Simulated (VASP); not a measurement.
An input for Quantum ESPRESSO's pw.x (written as the equivalent of a VASP run, and not itself run):

```
&CONTROL
  calculation = 'scf'
  pseudo_dir = './pseudo'
  outdir = './out'
  tprnfor = .true.
  tstress = .true.
/
&SYSTEM
  ibrav = 0
  nat = 2
  ntyp = 2
  ecutwfc = 88
  occupations = 'smearing'
  smearing = 'gaussian'
  degauss = 0.003675
  input_dft = 'vdw-df-obk8'
/
&ELECTRONS
  conv_thr = 7.3e-09
  electron_maxstep = 100
/
ATOMIC_SPECIES
  Na 22.990 Na.upf
  H 1.008 H.upf
CELL_PARAMETERS angstrom
     0.0000000    2.3709013    2.3709013
     2.3709013    0.0000000    2.3709013
     2.3709013    2.3709013    0.0000000
ATOMIC_POSITIONS crystal
  Na   0.0000000  0.0000000  0.0000000
  H    0.5000000  0.5000000  0.5000000
K_POINTS automatic
  10 10 10 0 0 0
```

Task: Translate this input to VASP (INCAR, KPOINTS, POSCAR, choice of POTCAR).

Result: One answer among several that fit: 
**KPOINTS**
```
Automatic
0
gamma
 10 10 10
```

POSCAR:
```
NaH
1
    0.0000000000     2.3709012541     2.3709012541
    2.3709012541     0.0000000000     2.3709012541
    2.3709012541     2.3709012541     0.0000000000
Na H
1 1
Direct
  0.0000000000   0.0000000000   0.0000000000
  0.5000000000   0.5000000000   0.5000000000
```

**INCAR**
```
SYSTEM  =  NaH
PREC  =  Accurate; ENCUT  =  520; LREAL  =  F
LASPH  =  T
EDIFF  =  1E-7; NELM  =  100; ALGO  =  Normal
ISMEAR  =  0; SIGMA  =  0.05
GGA  =  BO; LUSE_VDW  =  T; AGGAC  =  0.0
PARAM1  =  0.1833333333; PARAM2  =  0.22
ISIF  =  2
LWAVE  =  F; LCHARG  =  F
```

POTCAR, in this order: Na_pv H (PBE.64 set). Program: vasp_std.

Limits of the translation: the potentials are each code's own (VASP's PAW set, PseudoDojo norm-conserving files in pw.x), so ENCUT and ecutwfc are chosen apart and not converted; conv_thr bounds pw.x's estimated SCF error, while EDIFF bounds the energy change between steps.

The compound is NaH in the rock salt structure. This cell is one point of a volume scan, at 0.97 of the reference volume.
